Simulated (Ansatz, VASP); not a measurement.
**Two plane-wave programs on GaB5**

Contents of INCAR:

```
SYSTEM = GaB5
  ALGO = Normal
  EDIFF = 1E-6
  ENCUT = 520
  GGA = PE
  ISIF = 2
  ISMEAR = 0
  LASPH = .True.
  LCHARG = .False.
  LREAL = .False.
  LWAVE = .False.
  NBANDS = 23
  NELM = 80
  PREC = Accurate
  SIGMA = 0.1
```

KPOINTS

```
k-points
0
Gamma
  6 6 6
  0 0 0
```

The input POSCAR:

```
GaB5
1.0
    0.0000000000      3.0324179100      3.0324179100
    3.0324179100      0.0000000000      3.0324179100
    3.0324179100      3.0324179100      0.0000000000
Ga B
1 5
Direct
    0.2500000000      0.2500000000      0.2500000000
    0.3971402300      0.3971402300      0.3971402300
    0.3971402300      0.3971402300      0.8085793100
    0.3971402300      0.8085793100      0.3971402300
    0.8085793100      0.3971402300      0.3971402300
    0.7500000000      0.7500000000      0.7500000000
```

Input for Ansatz:

```yaml
crystal:
  lattice:
    - [0.0, 3.03241791, 3.03241791]
    - [3.03241791, 0.0, 3.03241791]
    - [3.03241791, 3.03241791, 0.0]
  atoms:
    - { symbol: Ga, position: [0.25, 0.25, 0.25] }
    - { symbol: B, position: [0.39714023, 0.39714023, 0.39714023] }
    - { symbol: B, position: [0.39714023, 0.39714023, 0.80857931] }
    - { symbol: B, position: [0.39714023, 0.80857931, 0.39714023] }
    - { symbol: B, position: [0.80857931, 0.39714023, 0.39714023] }
    - { symbol: B, position: [0.75, 0.75, 0.75] }
basis:
  ecutwfc: 420
kpoints:
  mp_grid: { grid: [6, 6, 6] }
hamiltonian:
  xc: pbe
scf:
  occupations: { method: gaussian, width: 0.1 }
  lower_state_search: "off"
output:
  forces: true
  stress: true
  eigenvalues: true
```

Alike in both runs: task single point; functional PBE; k mesh 6 × 6 × 6; occupations gaussian, width 0.1 eV; no spin polarisation.

|  | VASP | Ansatz |
| --- | --- | --- |
| version | VASP 6.6.1 | Ansatz 0.2.0 |
| potentials or method | VASP PAW PBE potentials, release 64 (Ga_d, B) | scalar-relativistic, plane waves, PAW |
| plane-wave cutoff (eV) | 520 | 420 |
| valence electrons in the cell | 28 | 28 |

Ansatz gave:

- gap on the k mesh at the Fermi level (eV): none
- rms of the force components (eV/Å): 7.630

Problem. Which values does VASP return?

Solution. gap on the k mesh at the Fermi level (eV): none; rms of the force components (eV/Å): 7.752.

Atom by atom the forces differ by 0.122 eV/Å (rms over components). A gap of «none» marks a metal or a gap that the smearing closes.

Caveats: forces of over 1 eV/Å show positions far from the minimum, so gaps and moduli don't describe the material at rest.
